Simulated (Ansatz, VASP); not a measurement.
# TaN in two plane-wave programs, part 2 of 2

Aim: how closely do two programs agree when they are given the same cell, functional and k mesh? The cell is taken from a series of runs on this material, whose earlier steps may have relaxed, scaled, displaced or heated it; both programs get it as it stands.

VASP 6.6.1 and Ansatz 0.2.0.

So far: The structure; VASP: zone-centre phonons, PBEsol.

## Step 2: VASP: zone-centre phonons, PBEsol (continued)

Level of this step: PBEsol; plane waves and PAW (N, Ta_pv) (VASP).

Numbers of over 12 decimals in the logs are rounded to 6 here.

Parts of OUTCAR (step 2):

```text
ion  position               nearest neighbor table
   1  0.391  1.000  0.000-   6 2.05   5 2.13   5 2.13   4 2.13   4 2.13
   2  0.609  0.609  0.000-   6 2.05   4 2.13   4 2.13   5 2.13   5 2.13
   3  1.000  0.391  0.000-   6 2.05   4 2.13   4 2.13   5 2.13   5 2.13
   4  0.333  0.667  0.500-   2 2.13   2 2.13   3 2.13   3 2.13   1 2.13   1 2.13   5 3.02   5 3.02
                             5 3.02   6 3.32   6 3.32   6 3.32   6 3.32   6 3.32   6 3.32
   5  0.667  0.333  0.500-   2 2.13   2 2.13   1 2.13   1 2.13   3 2.13   3 2.13   4 3.02   4 3.02
                             4 3.02   6 3.32   6 3.32   6 3.32   6 3.32   6 3.32   6 3.32
   6  0.000  0.000  0.000-   1 2.05   3 2.05   2 2.05   5 3.32   5 3.32   4 3.32   4 3.32   4 3.32
                             5 3.32   4 3.32   5 3.32   4 3.32   4 3.32   5 3.32   5 3.32

  LATTYP: Found a hexagonal cell.
 ALAT       =     5.2263481002
 C/A-ratio  =     0.5319547204

 Subroutine GETGRP returns: Found 12 space group operations
 (whereof 12 operations were pure point group operations)

The static configuration has the point symmetry D_3h.

 Found     84 irreducible k-points:

   k-points           NKPTS =     84   k-points in BZ     NKDIM =     84   number of bands    NBANDS=     30

   dimension x,y,z NGX =    42 NGY =   42 NGZ =   24
   dimension x,y,z NGXF=    84 NGYF=   84 NGZF=   48

   ENCUT  =  600.0 eV  44.10 Ry    6.64 a.u.  10.44 10.44  5.55*2*pi/ulx,y,z

   NELECT =      48.0000    total number of electrons

 k-points in reciprocal lattice and weights: Automatic mesh
   0.00000000  0.00000000  0.00000000       0.001
   0.11111111 -0.00000000  0.00000000       0.006
   0.22222222 -0.00000000  0.00000000       0.006
   0.33333333 -0.00000000  0.00000000       0.006
   0.44444444 -0.00000000  0.00000000       0.006
   0.11111111  0.11111111  0.00000000       0.006
   0.22222222  0.11111111  0.00000000       0.012
   0.33333333  0.11111111  0.00000000       0.012
   0.44444444  0.11111111  0.00000000       0.006
[...]
-----------------------------------------------------------------------------------
    total drift:                               -0.000007     -0.000013      0.000000

 Eigenvectors and eigenvalues of the dynamical matrix
 ----------------------------------------------------

   1 f  =   21.502557 THz   135.104550 2PiTHz  717.248097 cm-1    88.927390 meV
             X         Y         Z           dx          dy          dz
     -0.567364  4.526150  0.000000    -0.000000    0.577350   -0.000000
      1.590269  2.754427  0.000000     0.500000   -0.288675    0.000000
      4.203443  1.771723  0.000000    -0.500000   -0.288675   -0.000000
      0.000000  3.017433  1.390090     0.000000   -0.000000    0.000000
      2.613174  1.508717  1.390090    -0.000000   -0.000000   -0.000000
      0.000000  0.000000  0.000000     0.000000    0.000000   -0.000000

   2 f  =   19.510486 THz   122.588002 2PiTHz  650.799775 cm-1    80.688852 meV
             X         Y         Z           dx          dy          dz
     -0.567364  4.526150  0.000000    -0.000882   -0.500736    0.000000
      1.590269  2.754427  0.000000     0.490529    0.347674    0.000000
      4.203443  1.771723  0.000000    -0.489921    0.349043    0.000000
      0.000000  3.017433  1.390090    -0.050151    0.039360   -0.000000
      2.613174  1.508717  1.390090     0.050041    0.039500   -0.000000
      0.000000  0.000000  0.000000     0.000186   -0.133362   -0.000000

   3 f  =   19.510486 THz   122.588002 2PiTHz  650.799775 cm-1    80.688852 meV
             X         Y         Z           dx          dy          dz
     -0.567364  4.526150  0.000000    -0.631389    0.000699   -0.000000
      1.590269  2.754427  0.000000     0.217020   -0.490711    0.000000
      4.203443  1.771723  0.000000     0.218389    0.489738   -0.000000
      0.000000  3.017433  1.390090    -0.039360   -0.050151    0.000000
      2.613174  1.508717  1.390090    -0.039500    0.050041   -0.000000
      0.000000  0.000000  0.000000     0.133362    0.000186   -0.000000

   4 f  =   19.252341 THz   120.966028 2PiTHz  642.188980 cm-1    79.621250 meV
             X         Y         Z           dx          dy          dz
     -0.567364  4.526150  0.000000     0.000009   -0.620455   -0.000000
      1.590269  2.754427  0.000000     0.059087   -0.518134   -0.000000
      4.203443  1.771723  0.000000    -0.059065   -0.518131   -0.000000
      0.000000  3.017433  1.390090    -0.013345    0.151899    0.000000
      2.613174  1.508717  1.390090     0.013339    0.151899    0.000000
      0.000000  0.000000  0.000000    -0.000003    0.156940    0.000000

   5 f  =   19.252341 THz   120.966028 2PiTHz  642.188980 cm-1    79.621250 meV
             X         Y         Z           dx          dy          dz
     -0.567364  4.526150  0.000000     0.484025    0.000012    0.000000
      1.590269  2.754427  0.000000     0.586347   -0.059066    0.000000
      4.203443  1.771723  0.000000     0.586349    0.059086   -0.000000
      0.000000  3.017433  1.390090    -0.151899   -0.013345    0.000000
      2.613174  1.508717  1.390090    -0.151899    0.013339   -0.000000
      0.000000  0.000000  0.000000    -0.156940   -0.000003    0.000000

   6 f  =   19.153389 THz   120.344290 2PiTHz  638.888274 cm-1    79.212015 meV
             X         Y         Z           dx          dy          dz
     -0.567364  4.526150  0.000000     0.000000   -0.000000    0.553699
      1.590269  2.754427  0.000000    -0.000000   -0.000000    0.553699
      4.203443  1.771723  0.000000     0.000000   -0.000000    0.553699
      0.000000  3.017433  1.390090    -0.000000    0.000000   -0.192941
      2.613174  1.508717  1.390090    -0.000000    0.000000   -0.192941
      0.000000  0.000000  0.000000    -0.000000    0.000000   -0.076156

   7 f  =   18.537797 THz   116.476416 2PiTHz  618.354361 cm-1    76.666135 meV
             X         Y         Z           dx          dy          dz
     -0.567364  4.526150  0.000000     0.577350   -0.000000    0.000000
      1.590269  2.754427  0.000000    -0.288675   -0.500000    0.000000
      4.203443  1.771723  0.000000    -0.288675    0.500000   -0.000000
      0.000000  3.017433  1.390090     0.000000    0.000000    0.000000
      2.613174  1.508717  1.390090     0.000000   -0.000000   -0.000000
      0.000000  0.000000  0.000000    -0.000000    0.000000   -0.000000

   8 f  =   18.376911 THz   115.465537 2PiTHz  612.987769 cm-1    76.000763 meV
             X         Y         Z           dx          dy          dz
     -0.567364  4.526150  0.000000     0.000000   -0.000000    0.658333
      1.590269  2.754427  0.000000    -0.000000   -0.000000   -0.747435
      4.203443  1.771723  0.000000    -0.000000    0.000000    0.089102
      0.000000  3.017433  1.390090    -0.000000   -0.000000   -0.000000
      2.613174  1.508717  1.390090    -0.000000    0.000000    0.000000
      0.000000  0.000000  0.000000     0.000000    0.000000   -0.000000

   9 f  =   18.376911 THz   115.465537 2PiTHz  612.987769 cm-1    76.000763 meV
             X         Y         Z           dx          dy          dz
     -0.567364  4.526150  0.000000    -0.000000    0.000000    0.482975
      1.590269  2.754427  0.000000     0.000000    0.000000    0.328646
      4.203443  1.771723  0.000000     0.000000   -0.000000   -0.811620
      0.000000  3.017433  1.390090     0.000000    0.000000   -0.000000
      2.613174  1.508717  1.390090     0.000000   -0.000000    0.000000
      0.000000  0.000000  0.000000    -0.000000   -0.000000    0.000000

  10 f  =    7.027802 THz    44.156980 2PiTHz  234.422232 cm-1    29.064639 meV
             X         Y         Z           dx          dy          dz
     -0.567364  4.526150  0.000000     0.009873    0.000008   -0.000000
      1.590269  2.754427  0.000000    -0.017944    0.016057   -0.000000
      4.203443  1.771723  0.000000    -0.017935   -0.016058    0.000000
      0.000000  3.017433  1.390090     0.113484   -0.679893   -0.000000
      2.613174  1.508717  1.390090     0.113895    0.679825    0.000000
      0.000000  0.000000  0.000000    -0.220173    0.000066   -0.000000

  11 f  =    7.027802 THz    44.156980 2PiTHz  234.422232 cm-1    29.064639 meV
             X         Y         Z           dx          dy          dz
     -0.567364  4.526150  0.000000    -0.000003    0.027210    0.000000
      1.590269  2.754427  0.000000    -0.016052   -0.000607   -0.000000
      4.203443  1.771723  0.000000     0.016063   -0.000597   -0.000000
      0.000000  3.017433  1.390090    -0.679893   -0.113484   -0.000000
      2.613174  1.508717  1.390090     0.679825   -0.113895    0.000000
      0.000000  0.000000  0.000000     0.000066    0.220173   -0.000000

  12 f  =    6.017476 THz    37.808917 2PiTHz  200.721397 cm-1    24.886270 meV
             X         Y         Z           dx          dy          dz
     -0.567364  4.526150  0.000000    -0.000000    0.000000    0.000000
      1.590269  2.754427  0.000000     0.000000   -0.000000   -0.000000
      4.203443  1.771723  0.000000     0.000000    0.000000    0.000000
      0.000000  3.017433  1.390090     0.000000    0.000000   -0.707107
      2.613174  1.508717  1.390090     0.000000    0.000000    0.707107
      0.000000  0.000000  0.000000    -0.000000   -0.000000    0.000000

  13 f  =    5.551261 THz    34.879602 2PiTHz  185.170137 cm-1    22.958161 meV
             X         Y         Z           dx          dy          dz
     -0.567364  4.526150  0.000000     0.000060   -0.079382    0.000000
      1.590269  2.754427  0.000000     0.076994    0.054060    0.000000
      4.203443  1.771723  0.000000    -0.077037    0.053966   -0.000000
      0.000000  3.017433  1.390090     0.187122   -0.391472   -0.000000
      2.613174  1.508717  1.390090    -0.187599   -0.391243    0.000000
      0.000000  0.000000  0.000000     0.000472    0.774255   -0.000000
    [... 43 further lines ...]
      2.613174  1.508717  1.390090     0.330709    0.447121    0.000000
      0.000000  0.000000  0.000000     0.330946    0.447338    0.000000

 ELASTIC MODULI CONTR FROM IONIC RELAXATION (kBar)
 Direction    XX          YY          ZZ          XY          YZ          ZX
 --------------------------------------------------------------------------------
 XX        -501.2352    260.0198     67.9295     -0.0000      0.0000     -0.0000
 YY         260.0198   -501.2352     67.9295     -0.0000     -0.0000     -0.0000
 ZZ          67.9295     67.9295    -38.2597      0.0000      0.0000      0.0000
 XY          -0.0000     -0.0000      0.0000   -380.6288      0.0000     -0.0000
 YZ           0.0000     -0.0000      0.0000      0.0000    -55.7495     -0.0000
 ZX          -0.0000     -0.0000      0.0000     -0.0000     -0.0000    -46.4134
 --------------------------------------------------------------------------------
```

## Step 3: Ansatz: zone-centre phonons, PBEsol

Ansatz runs on its PAW soft_1 files.

The same cell, functional, mesh and smearing now go to Ansatz, which takes its cutoff from its data sets.

Contents of input.yaml:

```yaml
crystal:
  lattice:
    - [5.2263481002, 0.0, 0.0]
    - [-2.6131740501, 4.5261502238, 0.0]
    - [0.0, 0.0, 2.7801805423]
  atoms:
    - { symbol: "N", position: [0.3914415256, -3.73e-08, 0.0] }
    - { symbol: "N", position: [0.6085585145, 0.6085585145, 0.0] }
    - { symbol: "N", position: [-3.73e-08, 0.3914415256, 0.0] }
    - { symbol: Ta, position: [0.3333333242, 0.6666666225, 0.5] }
    - { symbol: Ta, position: [0.6666666225, 0.3333333242, 0.5] }
    - { symbol: Ta, position: [5.05e-08, 5.05e-08, 0.0] }
kpoints:
  mp_grid: { grid: [9, 9, 12] }
hamiltonian:
  xc: pbesol
  pseudopotentials: { kind: paw, azcp: { folder: soft_1 }, xc_functional: pbe }
scf:
  occupations: { method: methfessel_paxton, width: 0.2 }
output:
  eigenvalues: true
phonons:
  method: dfpt
```

Started as:

```bash
$ ansatz run input.yaml --threads 8 --pin off --max-ram 16384MiB --backend cpu --events-out ev --progress --plain --runs-dir out
```

The program printed:

```text
zone centre: on kpoints.mp_grid the ground state, and the responses unless they are solved on pairs of k-points, stand on 287 of the mesh's 972 k-points, reduced under 2 symmetry operations, with k and −k counted as one. Each operation leaves every solved displacement unchanged or reverses it
Engine: ansatz 0.2.0, aarch64-unknown-linux-gnu
Pseudopotentials: kind: paw
Pseudopotential: N, paw, valence charge 5, recommended cutoff 420 eV (normal), soft_1/N.paw.azcp
Pseudopotential: Ta, paw, valence charge 13, recommended cutoff 420 eV (normal), soft_1/Ta.paw.azcp
Functional definition: PBEsol
  exchange = pbesol_x
  correlation = pbesol_c
Crystal: 6 atoms, lattice volume = 65.766 Å³
Basis set: ecut = 420 eV, 1287 PW (Γ), exchange–correlation on 72×72×40 points (8 copies of the dense FFT grid, shifted against one another)
Bands: 33, of which v1, the nominal top of the filled ones, is band 27 counted from 1 (26 counted from 0)
Symmetry: 12 space group operations
k-points: 287 of 972 (irreducible under 2 space group operations, time reversal used)
Non-local potential: N, projectors of the file, l = 0: 2, l = 1: 2, l = 2: 1
Non-local potential: Ta, projectors of the file, l = 0: 3, l = 1: 2, l = 2: 2, l = 3: 1
PAW form: soft (Blöchl's): semilocal exchange-correlation on the pseudo side does not see the compensation charge
PAW frozen core: N, regenerated for the run's functional, and the local potential with it (the file was generated under x = pbe(κ = 0.804, μ = 0.219515), c = pbe(β = 0.066725))
PAW frozen core: Ta, regenerated for the run's functional, and the local potential with it (the file was generated under x = pbe(κ = 0.804, μ = 0.219515), c = pbe(β = 0.066725))
PAW one-centre angular grid: N, 110 points (default); XC on 64 Gauss nodes
PAW one-centre angular grid: Ta, 590 points (default); XC on 64 Gauss nodes
Initial density: superposition of atomic densities (chi_scale 0.1, normalization cell, long waves kept (reshape's long-wave potential 0.01 eV rms))
Initial wavefunctions: pseudopotential atomic-orbital guess
Functional: x = pbesol(κ = 0.804, μ = 0.123457), c = pbesol(β = 0.046)
SCF iter   1: F=—  HF=-30566.300915 eV  |F-HF|=—  |Δ(HF+E_count)|=         —  Δρ=6.78e-2  dr2=3.89e0  ethr=3.10e-3  ⟨swp⟩=4.6  Hψ=37247  notcnv=0
preconditioner: auto → none  [insulator: Δε(μ)=0.140 eV  Ē_g=10.135 eV  σ=0.200 eV  W_gap=0.55  n_scr=14 (ndim 8)  ℏωp=25.1 eV  f_vac=0.000  D(μ)=0.40/eV (n_scr^D=0)  ε∞_Penn≈7.1]
SCF iter   2: F=—  HF=-30565.508165 eV  |F-HF|=—  |Δ(HF+E_count)|=   7.93e-1  S|Δr|=    0.00e0  Δρ=2.61e-2  dr2=1.57e-1  ethr=3.10e-3  ⟨swp⟩=2.0  Hψ=17058  notcnv=0  defer=307
SCF iter   3: F=—  HF=-30565.515709 eV  |F-HF|=—  |Δ(HF+E_count)|=   7.54e-3  S|Δr|=    0.00e0  Δρ=1.03e-2  dr2=2.73e-2  ethr=2.90e-4  ⟨swp⟩=1.0  Hψ=9313  notcnv=0  defer=307
SCF iter   4: F=—  HF=-30565.519142 eV  |F-HF|=—  |Δ(HF+E_count)|=   3.43e-3  S|Δr|=    0.00e0  Δρ=1.28e-3  dr2=1.42e-3  ethr=5.06e-5  ⟨swp⟩=2.1  Hψ=11450  notcnv=0  defer=307
SCF iter   5: F=—  HF=-30565.518893 eV  |F-HF|=—  |Δ(HF+E_count)|=   2.50e-4  S|Δr|=    0.00e0  Δρ=2.25e-4  dr2=1.14e-5  ethr=2.63e-6  ⟨swp⟩=2.0  Hψ=13242  notcnv=0  defer=307
SCF iter   6: F=—  HF=-30565.518890 eV  |F-HF|=—  |Δ(HF+E_count)|=   2.87e-6  S|Δr|=    0.00e0  Δρ=3.34e-5  dr2=3.16e-7  ethr=2.11e-8  ⟨swp⟩=2.6  Hψ=16045  notcnv=0  defer=307
SCF iter   7: F=—  HF=-30565.518895 eV  |F-HF|=—  |Δ(HF+E_count)|=   5.51e-6  S|Δr|=    0.00e0  Δρ=4.68e-6  dr2=6.07e-9  ethr=5.86e-10  ⟨swp⟩=2.0  Hψ=16193  notcnv=0  defer=307
SCF iter   8: F=—  HF=-30565.518895 eV  |F-HF|=—  |Δ(HF+E_count)|=  5.09e-11  S|Δr|=    0.00e0  Δρ=9.90e-7  dr2=2.13e-10  ethr=1.12e-11  ⟨swp⟩=2.0  Hψ=15903  notcnv=0  defer=307
SCF iter   9: F=-30565.518895 eV  HF=-30565.518895 eV  |F-HF|=3.64e-12  |Δ(HF+E_count)|=  6.18e-11  S|Δr|=    0.00e0  Δρ=1.06e-7  dr2=4.97e-12  ethr=1.00e-12  ⟨swp⟩=11.1  Hψ=47569  notcnv=0
SCF 1 converged in 9 iterations: F = -30565.518895 eV  dr2 = 4.97e-12
  greatest PAW one-centre occupation: 0.999 electrons in one spin orbital (limit 2), on the Ta atom at site 3 (counted from 0), in its partial waves of l = 0
DFPT response loops at Γ: preconditioner auto → Kerker (q_TF=auto, 2.640 Å⁻¹) (partly filled bands, converged f_vac=0.000); β = 1.00, the filter's whole step (`scf.mixing.beta` (0.50) is not read by the response loops under this deck's `scf.mixing.preconditioner`; to damp them name `kerker` or `kerker_dos`, under which they read `scf.mixing.beta`, and type it under 1.00, their step now; both keys bind the ground state too); Broyden in place of MSR1
SCF converged after 9 iterations
Stability not checked: this state was not tested for a lower state beside it, because cold or Methfessel-Paxton smearing, or corrected tetrahedra, fill the levels in a way that the test cannot read (fill_not_monotonic; see scf.lower_state_search)
Free energy (F): -30565.518895 eV
Harris-Foulkes:  -30565.518895 eV  (|F-HF|=3.64e-12)
Internal energy: -30565.520005 eV  (E = F + TS)
E sigma→0 (E₀):  -30565.519173 eV
Entropy (-TS):   0.001110 eV (0.185 meV/atom)
Fermi energy:    20.320126 eV
--- Per-component energies (eV) ---
  E_band       = -193.084903
  E_kinetic    = 1576.954118
  E_local      = -1939.364518  (includes V_loc(G=0)·N_el)
  E_nonlocal   = 80.702684
  E_hartree    = 698.860003
  E_xc         = -1138.117214
  E_vxc        = -931.935088  (∫ρ·V_xc dr)
  E_paw        = -24915.064032  (= ΣΔE_a)
  E_vpaw       = -377.164933  (= ΣTr[D̂ρ^β])
  E_aug_tail   = 0.002802  (compensation charges beyond the density's cutoff)
  E_ewald      = -4930.219285
  E_core_change = 0.725435  (= ΣΔE_core)
  E_smearing   = 0.001110  (= −TS)
  E_closure    = 0.000000  (closes the sum)
  Σ components = -30565.518895   (vs F -30565.518895, Δ=0.00e0)
--- Band table (eV; the first three rows and the last of 287) ---
  k-point 0: bands = [... 23 lower, 15.8954, 17.1931, 17.7951, 19.1128, 19.1128, 21.3189, 21.3263, 21.3263, ... 2 higher]
  k-point 1: bands = [... 23 lower, 15.6054, 17.2248, 18.2803, 18.8686, 18.8686, 21.4713, 21.6005, 21.6005, ... 2 higher]
  k-point 2: bands = [... 23 lower, 14.8449, 17.9828, 18.5428, 18.5428, 19.2251, 21.7815, 21.7815, 21.9259, ... 2 higher]
  k-point 286: bands = [... 23 lower, 15.9458, 16.9010, 18.1448, 19.0777, 21.3134, 21.7646, 22.9458, 23.1150, ... 2 higher]
--- Phonons (Γ-DFPT): 7 representative perturbations + reference, on 287 of 972 k-points (Σ response iterations 22) ---
  k mesh reduced under 2 symmetry operations, with k and −k counted as one. Each operation leaves every solved displacement unchanged or reverses it
  ASR residual: 9.620e-5 → 0.000e0 eV/Å²; symmetrization residual: 3.429e-6 eV/Å²
  ASR residual per site (eV/Å²): 6.59e-5 6.24e-5 6.24e-5 8.47e-5 8.47e-5 9.62e-5
  Γ frequencies (cm⁻¹): 0.00 0.00 0.00 150.13 185.16 185.16 199.87 234.03 234.03 609.04 609.04 613.10 636.05 637.16 637.16 646.39 646.39 712.71
  non-analytic LO–TO correction: not included (Born effective charges unavailable; polar crystals: no LO–TO splitting at Γ)
```

In the SCF lines HF is the Harris–Foulkes energy and dr2 the Hartree energy of the density residual, in eV; the loop may stop once dr2 is under the threshold and the program's other checks hold. Hψ counts applications of the Hamiltonian.

## Step 4: Side by side

Known differences besides the potentials themselves: the data sets hold 54 valence electrons in Ansatz (on its PAW soft_1 files) and 48 in VASP; the cutoff is 420 eV in Ansatz and 600 eV in VASP; Ansatz makes its cores anew for this functional, VASP keeps those of its PBE data sets. Total energies have different zeros and are not compared.

Both answers:

| quantity | Ansatz | VASP | difference |
| --- | --- | --- | --- |
| optical mode 1 (cm⁻¹) | 150.1 | 149.8 | +0.24 % |
| optical mode 2 to 3 (cm⁻¹) | 185.2 | 185.2 | -0.01 % |
| optical mode 4 (cm⁻¹) | 199.9 | 200.7 | -0.42 % |
| optical mode 5 to 6 (cm⁻¹) | 234.0 | 234.4 | -0.17 % |
| optical mode 7 to 8 (cm⁻¹) | 609.0 | 613.0 | -0.64 % |
| optical mode 9 (cm⁻¹) | 613.1 | 618.4 | -0.85 % |
| optical mode 10 (cm⁻¹) | 636.0 | 638.9 | -0.44 % |
| optical mode 11 to 12 (cm⁻¹) | 637.2 | 642.2 | -0.78 % |
| optical mode 13 to 14 (cm⁻¹) | 646.4 | 650.8 | -0.68 % |
| optical mode 15 (cm⁻¹) | 712.7 | 717.2 | -0.63 % |

Modes are paired by rising frequency, not by their patterns, so a pair may set unlike modes beside each other; they are those without the splitting of longitudinal modes.

## Step 5: Summary of results

- r.m.s. difference of the optical zone-centre modes, each program's sorted by frequency (zone-centre phonons, PBEsol): 3.4 cm⁻¹
- difference in optical mode 9 (zone-centre phonons, PBEsol): -0.8 %

What this shows: The r.m.s. difference of the optical zone-centre modes, each program's sorted by frequency is 3.4 cm⁻¹ (zone-centre phonons, PBEsol). The data sets hold unlike numbers of valence electrons (54 in Ansatz and 48 in VASP), so part of the differences comes from the potentials. Among the rows given in per cent, the largest difference of the zone-centre phonons, PBEsol pair is in optical mode 9, -0.8 %. Such differences can come from data sets, numerical settings and the points named under the comparisons, not from the functional's error against experiment.

[Lines on the potential files, build, host, timing and source positions are cut from VASP's logs without a mark.]

[Logs are printed without paths, hosts, clocks, repeated set-up lines and the standing remarks that a program may print on its own settings, such as how far it seeks lower states.]

[Hosts, paths, dates, database ids (printed as entryN), source tags and the programs' standing remarks are cut or masked in the printed files.]
